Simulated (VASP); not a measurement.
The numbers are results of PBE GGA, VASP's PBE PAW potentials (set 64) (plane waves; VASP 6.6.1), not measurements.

A VASP calculation is set up with these files.

### KPOINTS
```
K-points
0
G
5 5 5
```

File POSCAR:
```
GdN
1
    0.0000000000     2.5398000000     2.5398000000
    2.5398000000     0.0000000000     2.5398000000
    2.5398000000     2.5398000000     0.0000000000
Gd N
1 1
Direct
  0.0000000000   0.0000000000   0.0000000000
  0.5000000000   0.5000000000   0.5000000000
```

INCAR:
```
SYSTEM=GdN
PREC=Accurate; ENCUT=520; LREAL=.FALSE.
LASPH=.TRUE.
EDIFF=1E-6; NELM=100; ALGO=Normal
LMAXMIX=6
ISMEAR=0; SIGMA=0.05
GGA=PE
ISIF=2
LWAVE=.FALSE.; LCHARG=.FALSE.
```

POTCAR, in this order: Gd_3 N (PBE.64 set). Program: vasp_std.

The run wrote:

File OUTCAR:
```
 ion  position               nearest neighbor table
   1  0.000  0.000  0.000-   2 2.54   2 2.54   2 2.54   2 2.54   2 2.54   2 2.54
   2  0.500  0.500  0.500-   1 2.54   1 2.54   1 2.54   1 2.54   1 2.54   1 2.54
  LATTYP: Found a face centered cubic cell.
 ALAT       =     5.0796000000
 Subroutine PRICEL returns:
 Original cell was already a primitive cell.
 Subroutine GETGRP returns: Found 48 space group operations
The static configuration has the point symmetry O_h .
The dynamic configuration has the point symmetry O_h .
 Subroutine INISYM returns: Found 48 space group operations
 Subroutine IBZKPT returns following result:
 Found     10 irreducible k-points:

 Following reciprocal coordinates:
            Coordinates               Weight
  0.000000  0.000000  0.000000      1.000000
  0.200000  0.000000  0.000000      8.000000
  0.400000  0.000000  0.000000      8.000000
  0.200000  0.200000  0.000000      6.000000
  0.400000  0.200000  0.000000     24.000000
 -0.400000  0.200000  0.000000     24.000000
 -0.200000  0.200000  0.000000     12.000000
  0.400000  0.400000  0.000000      6.000000
 -0.400000  0.400000  0.000000     12.000000
 -0.400000  0.400000  0.200000     24.000000
   k-points           NKPTS =     10   k-points in BZ     NKDIM =     10   number of bands    NBANDS=     11
   number of dos      NEDOS =    301   number of ions     NIONS =      2
   total plane-waves  NPLWV =  21952
   dimension x,y,z NGX =    28 NGY =   28 NGZ =   28
   dimension x,y,z NGXF=    56 NGYF=   56 NGZF=   56
   ions per type =               1   1
   PREC   = accura    normal or accurate (medium, high low for compatibility)
   ISTART =      0    job   : 0-new  1-cont  2-samecut
   ICHARG =      2    charge: 1-file 2-atom 10-const
   ISPIN  =      1    spin polarized calculation?
   LNONCOLLINEAR =      F non collinear calculations
   LSORBIT =      F    spin-orbit coupling
   INIWAV =      1    electr: 0-lowe 1-rand  2-diag
   ENCUT  =  520.0 eV  38.22 Ry    6.18 a.u.   6.68  6.68  6.68*2*pi/ulx,y,z
   NELM   =    100;   NELMIN=  2; NELMDL= -5     # of ELM steps
   EDIFF  = 0.1E-05   stopping-criterion for ELM
   LREAL  =      F    real-space projection
   NLSPLINE    = F    spline interpolate recip. space projectors
   LMAXMIX     =    6 max onsite mixed and CHGCAR
   VOSKOWN=      0    Vosko Wilk Nusair interpolation
   EDIFFG = 0.1E-04   stopping-criterion for IOM
   NSW    =      0    number of steps for IOM
   NBLOCK =      1;   KBLOCK =      1    inner block; outer block
   IBRION =     -1    ionic relax: 0-MD 1-quasi-New 2-CG
   NFREE  =      0    steps in history (QN), initial steepest desc. (CG)
   ISIF   =      2    stress and relaxation
   ISYM   =      2    0-nonsym 1-usesym 2-fastsym
   TEIN   =    0.0    initial temperature
   TEBEG  =    0.0;   TEEND  =   0.0 temperature during run
   SMASS  =  -3.00    Nose mass-parameter (am)
   PSTRESS=    0.0 pullay stress
   NELECT =      14.0000    total number of electrons
   EFERMI =   0.00;   METHOD = LEGACY
   ISMEAR =     0;   SIGMA  =   0.05  broadening in eV -4-tet -1-fermi 0-gaus
   IALGO  =     38    algorithm
   LDIAG  =      T    sub-space diagonalisation (order eigenvalues)
   IMIX   =      4    mixing-type and parameters
     AMIX     =   0.40;   BMIX     =  1.00
     AMIX_MAG =   1.60;   BMIX_MAG =  1.00
     AMIN     =   0.10
   GGA     = PE    functional components
   VOSKOWN =     0    Vosko Wilk Nusair interpolation
   LHFCALC =     F    Hartree Fock is set to
   LHFONE  =     F    Hartree Fock one center treatment
   AEXX    =    0.0000 exact exchange contribution
   IVDW    =     0    specifies the selected vdW correction
   LEPSILON=     F    determine dielectric tensor
   LRPA    =     F    only Hartree local field effects (RPA)
  energy-cutoff  :      520.00
...
```

### OSZICAR
```
       N       E                     dE             d eps       ncg     rms          rms(c)
DAV:   1     0.435896816500E+02    0.43590E+02   -0.68093E+03   220   0.118E+03
DAV:   2    -0.153456125128E+02   -0.58935E+02   -0.55267E+02   287   0.228E+02
DAV:   3    -0.183970242420E+02   -0.30514E+01   -0.30358E+01   306   0.443E+01
DAV:   4    -0.184343971709E+02   -0.37373E-01   -0.37293E-01   284   0.429E+00
DAV:   5    -0.184350321764E+02   -0.63501E-03   -0.63492E-03   278   0.492E-01    0.239E+01
DAV:   6    -0.163379787825E+02    0.20971E+01   -0.19819E+01   244   0.258E+01    0.224E+01
DAV:   7    -0.161003420148E+02    0.23764E+00   -0.18209E+00   241   0.821E+00    0.157E+01
DAV:   8    -0.161016969484E+02   -0.13549E-02   -0.18204E-01   250   0.427E+00    0.682E+00
DAV:   9    -0.160920815326E+02    0.96154E-02   -0.30408E-02   272   0.143E+00    0.803E-01
DAV:  10    -0.160924687853E+02   -0.38725E-03   -0.16000E-03   283   0.381E-01    0.261E-01
DAV:  11    -0.160924329211E+02    0.35864E-04   -0.14752E-04   294   0.869E-02    0.282E-02
DAV:  12    -0.160924358535E+02   -0.29324E-05   -0.15529E-05   256   0.397E-02    0.865E-03
DAV:  13    -0.160924360442E+02   -0.19068E-06   -0.44780E-07   181   0.620E-03
   1 F= -.16092436E+02 E0= -.16092433E+02  d E =-.700785E-05
```

**OUTCAR**
```
------------------------ aborting loop because EDIFF is reached ----------------------------------------
  FORCE on cell =-STRESS in cart. coord.  units (eV):
  Direction    XX          YY          ZZ          XY          YZ          ZX
  --------------------------------------------------------------------------------------
  Total       -1.5868949     -1.5868949     -1.5868949      0.0000000      0.0000000      0.0000000
  in kB      -77.5943690    -77.5943690    -77.5943690      0.0000000      0.0000000      0.0000000
  external PRESSURE =     -77.5943690 kB  Pullay stress =       0.0000000 kB
  volume of cell :       32.77
      direct lattice vectors                 reciprocal lattice vectors
     0.000000000  2.539800000  2.539800000    -0.196865895  0.196865895  0.196865895
     2.539800000  0.000000000  2.539800000     0.196865895 -0.196865895  0.196865895
     2.539800000  2.539800000  0.000000000     0.196865895  0.196865895 -0.196865895
 POSITION                                       TOTAL-FORCE (eV/Angst)
 -----------------------------------------------------------------------------------
      0.00000      0.00000      0.00000        -0.000000      0.000000     -0.000000
      2.53980      2.53980      2.53980         0.000000     -0.000000      0.000000
 -----------------------------------------------------------------------------------
    total drift:                                0.000000      0.000000      0.000000
  FREE ENERGIE OF THE ION-ELECTRON SYSTEM (eV)
  ---------------------------------------------------
  free  energy   TOTEN  =       -16.0924360442 eV

  energy  without entropy=      -16.0924290363  energy(sigma->0) =      -16.09243254
```
(Selected blocks of OUTCAR.)

The 4f electrons are frozen in the core of the lanthanide potential, so 4f levels, which can set the real gap, and their magnetism are missing.

The compound is GdN in the rock salt structure. The cell was not relaxed at this level. The k-mesh is coarse (spacing up to 0.43 per Å, 2π included), so the numbers may not be converged in it. The run is one of a series of settings (KPOINTS 5×5×5 Γ-centred mesh against the base run), some of them coarse on purpose.
